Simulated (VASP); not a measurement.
Level of theory: PBE GGA, VASP's PBE PAW potentials (set 64) (plane waves; VASP).

A VASP calculation is set up with these files.

INCAR:
```
ALGO = Normal
DIPOL = 0.5 0.5 0.5
EDIFF = 1E-6
ENCUT = 400
GGA = PE
IDIPOL = 3
ISMEAR = 1
LASPH = T
LCHARG = F
LDIPOL = T
LMAXMIX = 6
LORBIT = 11
LREAL = F
LVHAR = T
LWAVE = F
NELM = 100
NELMIN = 4
PREC = Normal
SIGMA = 0.1
SYSTEM = Pt16H
```

### KPOINTS
```
Automatic mesh
0
Gamma
5 5 1
0 0 0
```

**POSCAR**
```
Pt16H
1
    5.6097938052     0.0000000000     0.0000000000
    0.0000000000     5.6097938052     0.0000000000
    0.0000000000     0.0000000000    20.1169541747
Pt H
16 1
Direct
  0.2500000000   0.2500000000   0.3558557239
  0.7500000000   0.2500000000   0.3564122225
  0.2500000000   0.7500000000   0.3564122225
  0.7500000000   0.7500000000   0.3565328462
  0.9993277862   0.9993277862   0.4520074623
  0.5006722138   0.9993277862   0.4520074623
  0.9993277862   0.5006722138   0.4520074623
  0.5006722138   0.5006722138   0.4520074623
  0.2500000000   0.2500000000   0.5472286827
  0.7500000000   0.2500000000   0.5495231923
  0.2500000000   0.7500000000   0.5495231923
  0.7500000000   0.7500000000   0.5526321782
  0.0026477702   0.0026477702   0.6471293475
  0.4973522298   0.0026477702   0.6471293475
  0.0026477702   0.4973522298   0.6471293475
  0.4973522298   0.4973522298   0.6471293475
  0.2500000000   0.2500000000   0.6776225005
```

POTCAR, in this order: Pt H (PBE.64 set). Program: vasp_std. Read from the step before: WAVECAR.

Output of the run:

### OUTCAR
```
 ion  position               nearest neighbor table
   1  0.250  0.250  0.356-   5 2.77   6 2.77   7 2.77   8 2.77   2 2.80   3 2.80   3 2.80   2 2.80
  LATTYP: Found a simple tetragonal cell.
 ALAT       =     5.6097938052
 C/A-ratio  =     3.5860416395
 Subroutine PRICEL returns:
 Original cell was already a primitive cell.
 Subroutine GETGRP returns: Found  8 space group operations
The static configuration has the point symmetry C_1h.
 The point group associated with its full space group is C_4v.
The dynamic configuration has the point symmetry C_1h.
 Subroutine INISYM returns: Found  8 space group operations
 Subroutine IBZKPT returns following result:
 Found      6 irreducible k-points:

 Following reciprocal coordinates:
            Coordinates               Weight
  0.000000  0.000000  0.000000      1.000000
  0.200000  0.000000  0.000000      4.000000
  0.400000  0.000000  0.000000      4.000000
  0.200000  0.200000  0.000000      4.000000
  0.400000  0.200000  0.000000      8.000000
  0.400000  0.400000  0.000000      4.000000
   k-points           NKPTS =      6   k-points in BZ     NKDIM =      6   number of bands    NBANDS=     96
   number of dos      NEDOS =    301   number of ions     NIONS =     17
   total plane-waves  NPLWV =  76832
   dimension x,y,z NGX =    28 NGY =   28 NGZ =   98
   dimension x,y,z NGXF=    56 NGYF=   56 NGZF=  196
   ions per type =              16   1
   PREC   = normal    normal or accurate (medium, high low for compatibility)
   ISTART =      1    job   : 0-new  1-cont  2-samecut
   ICHARG =      0    charge: 1-file 2-atom 10-const
   ISPIN  =      1    spin polarized calculation?
   LNONCOLLINEAR =      F non collinear calculations
   LSORBIT =      F    spin-orbit coupling
   INIWAV =      1    electr: 0-lowe 1-rand  2-diag
   ENCUT  =  400.0 eV  29.40 Ry    5.42 a.u.   9.15  9.15 32.81*2*pi/ulx,y,z
   NELM   =    100;   NELMIN=  4; NELMDL=  0     # of ELM steps
   EDIFF  = 0.1E-05   stopping-criterion for ELM
   LREAL  =      F    real-space projection
   NLSPLINE    = F    spline interpolate recip. space projectors
   LMAXMIX     =    6 max onsite mixed and CHGCAR
   VOSKOWN=      0    Vosko Wilk Nusair interpolation
   EDIFFG = 0.1E-04   stopping-criterion for IOM
   NSW    =      0    number of steps for IOM
   NBLOCK =      1;   KBLOCK =      1    inner block; outer block
   IBRION =     -1    ionic relax: 0-MD 1-quasi-New 2-CG
   NFREE  =      0    steps in history (QN), initial steepest desc. (CG)
   ISIF   =      2    stress and relaxation
   ISYM   =      2    0-nonsym 1-usesym 2-fastsym
   TEIN   =    0.0    initial temperature
   TEBEG  =    0.0;   TEEND  =   0.0 temperature during run
   SMASS  =  -3.00    Nose mass-parameter (am)
   PSTRESS=    0.0 pullay stress
   NELECT =     161.0000    total number of electrons
   EFERMI =   0.00;   METHOD = LEGACY
   ISMEAR =     1;   SIGMA  =   0.10  broadening in eV -4-tet -1-fermi 0-gaus
   IALGO  =     38    algorithm
   LDIAG  =      T    sub-space diagonalisation (order eigenvalues)
   IMIX   =      4    mixing-type and parameters
     AMIX     =   0.40;   BMIX     =  1.00
     AMIX_MAG =   1.60;   BMIX_MAG =  1.00
     AMIN     =   0.10
   GGA     = PE    functional components
   VOSKOWN =     0    Vosko Wilk Nusair interpolation
   LHFCALC =     F    Hartree Fock is set to
   LHFONE  =     F    Hartree Fock one center treatment
   AEXX    =    0.0000 exact exchange contribution
   IVDW    =     0    specifies the selected vdW correction
   LEPSILON=     F    determine dielectric tensor
   LRPA    =     F    only Hartree local field effects (RPA)
  energy-cutoff  :      400.00
  volume of cell :      633.08
      direct lattice vectors                 reciprocal lattice vectors
     5.609793805  0.000000000  0.000000000     0.178259671  0.000000000  0.000000000
...
```

OSZICAR:
```
       N       E                     dE             d eps       ncg     rms          rms(c)
DAV:   1    -0.940519297583E+02   -0.94052E+02   -0.39889E-03  1640   0.434E-01    0.695E-01
DAV:   2    -0.947766294219E+02   -0.72470E+00   -0.83188E-01  1688   0.609E+00    0.874E+00
DAV:   3    -0.940468320864E+02    0.72980E+00   -0.89045E-01  1808   0.528E+00    0.432E-01
DAV:   4    -0.940475536987E+02   -0.72161E-03   -0.16097E-02  1280   0.445E-01    0.162E-01
DAV:   5    -0.940474764756E+02    0.77223E-04   -0.73616E-04  1376   0.124E-01    0.459E-02
DAV:   6    -0.940474862785E+02   -0.98028E-05   -0.13673E-04  1320   0.697E-02    0.431E-02
DAV:   7    -0.940474754794E+02    0.10799E-04   -0.33787E-05  1288   0.364E-02    0.199E-02
DAV:   8    -0.940474736853E+02    0.17941E-05   -0.56097E-06  1192   0.123E-02    0.130E-02
DAV:   9    -0.940474730660E+02    0.61935E-06   -0.24388E-06   736   0.935E-03
   1 F= -.94047473E+02 E0= -.94042078E+02  d E =-.161844E-01
```

OUTCAR:
```
------------------------ aborting loop because EDIFF is reached ----------------------------------------
  FORCE on cell =-STRESS in cart. coord.  units (eV):
  Direction    XX          YY          ZZ          XY          YZ          ZX
  --------------------------------------------------------------------------------------
  Total      -12.0298347    -12.0298347     -0.3051162      0.0000000     -0.0000000      0.0000000
  in kB      -30.4448767    -30.4448767     -0.7721823      0.0000000     -0.0000000      0.0000000
  external PRESSURE =     -20.5539786 kB  Pullay stress =       0.0000000 kB
  volume of cell :      633.08
      direct lattice vectors                 reciprocal lattice vectors
     5.609793805  0.000000000  0.000000000     0.178259671  0.000000000  0.000000000
     0.000000000  5.609793805  0.000000000     0.000000000  0.178259671  0.000000000
     0.000000000  0.000000000 20.116954175     0.000000000  0.000000000  0.049709314
 POSITION                                       TOTAL-FORCE (eV/Angst)
 -----------------------------------------------------------------------------------
      1.40245      1.40245      7.15873        -0.000000      0.000000     -0.011948
      4.20735      1.40245      7.16993         0.000000      0.000000     -0.006142
      1.40245      4.20735      7.16993         0.000000      0.000000     -0.006142
      4.20735      4.20735      7.17235         0.000000      0.000000      0.028071
      5.60602      5.60602      9.09301        -0.015913     -0.015913     -0.005025
      2.80867      5.60602      9.09301         0.015913     -0.015913     -0.005025
      5.60602      2.80867      9.09301        -0.015913      0.015913     -0.005025
      2.80867      2.80867      9.09301         0.015913      0.015913     -0.005025
      1.40245      1.40245     11.00857        -0.000000      0.000000      0.029035
      4.20735      1.40245     11.05473         0.000000      0.000000     -0.007509
      1.40245      4.20735     11.05473        -0.000000      0.000000     -0.007509
      4.20735      4.20735     11.11728         0.000000      0.000000      0.023096
      0.01485      0.01485     13.01827        -0.008358     -0.008358     -0.002988
      2.79004      0.01485     13.01827         0.008358     -0.008358     -0.002988
      0.01485      2.79004     13.01827        -0.008358      0.008358     -0.002988
      2.79004      2.79004     13.01827         0.008358      0.008358     -0.002988
      1.40245      1.40245     13.63170         0.000000      0.000000     -0.008901
 -----------------------------------------------------------------------------------
    total drift:                                0.000000      0.000000     -0.008020
  FREE ENERGIE OF THE ION-ELECTRON SYSTEM (eV)
  ---------------------------------------------------
  free  energy   TOTEN  =       -94.0474730660 eV

  energy  without entropy=      -94.0312886220  energy(sigma->0) =      -94.04207825

 total charge

# of ion       s       p       d       tot
------------------------------------------
    1        0.614   0.391   8.042   9.047
    2        0.616   0.400   8.035   9.051
    3        0.616   0.400   8.035   9.051
    4        0.618   0.404   8.033   9.056
    5        0.622   0.584   8.017   9.223
    6        0.622   0.584   8.017   9.223
    7        0.622   0.584   8.017   9.223
    8        0.622   0.584   8.017   9.223
    9        0.616   0.572   8.037   9.225
   10        0.619   0.572   8.016   9.207
   11        0.619   0.572   8.016   9.207
   12        0.620   0.575   8.014   9.208
   13        0.605   0.423   8.054   9.082
   14        0.605   0.423   8.054   9.082
   15        0.605   0.423   8.054   9.082
   16        0.605   0.423   8.054   9.082
   17        0.430   0.022   0.000   0.451
--------------------------------------------------
tot         10.279   7.934 128.513 146.727
```
(Selected blocks of OUTCAR.)

File OUTCAR:
```
 val. band max:        0.7856431570   @ k =   0.2000   0.0000   0.0000

 cond. band min:       0.8073638242   @ k =   0.4000   0.0000   0.0000


 Fermi energy:         0.7977290971

 k-point     1 :       0.0000    0.0000    0.0000
  band No.  band energies     occupation
      1      -8.5567      2.00000
      2      -7.1896      2.00000
      3      -6.1307      2.00000
      4      -5.8575      2.00000
      5      -5.8575      2.00000
      6      -5.8461      2.00000
      7      -5.8302      2.00000
      8      -5.5538      2.00000
      9      -5.5082      2.00000
     10      -5.4056      2.00000
     11      -5.2848      2.00000
     12      -5.1327      2.00000
     13      -5.1327      2.00000
     14      -4.6445      2.00000
     15      -4.6249      2.00000
     16      -4.6249      2.00000
     17      -4.5942      2.00000
     18      -4.5871      2.00000
     19      -4.4588      2.00000
     20      -4.2615      2.00000
     21      -3.7817      2.00000
     22      -3.7817      2.00000
     23      -3.4636      2.00000
     24      -3.1042      2.00000
     25      -3.0712      2.00000
     26      -3.0712      2.00000
     27      -3.0563      2.00000
     28      -2.8955      2.00000
     29      -2.8778      2.00000
     30      -2.7987      2.00000
     31      -2.7987      2.00000
     32      -2.7103      2.00000
     33      -2.6295      2.00000
     34      -2.6295      2.00000
     35      -2.5985      2.00000
     36      -2.5937      2.00000
     37      -2.5107      2.00000
     38      -2.5107      2.00000
     39      -2.3445      2.00000
     40      -2.0880      2.00000
     41      -2.0614      2.00000
     42      -2.0614      2.00000
     43      -1.8426      2.00000
     44      -1.8426      2.00000
     45      -1.6214      2.00000
     46      -1.6207      2.00000
     47      -1.6207      2.00000
     48      -1.5819      2.00000
     49      -1.5709      2.00000
     50      -1.3864      2.00000
     51      -1.3864      2.00000
...
```

Unless said otherwise, spin-orbit coupling is left out, though it shifts the bands of the heavy elements here.

The cell is a thin slab with vacuum, built from Pt (fcc): (100) face, H adsorbed.
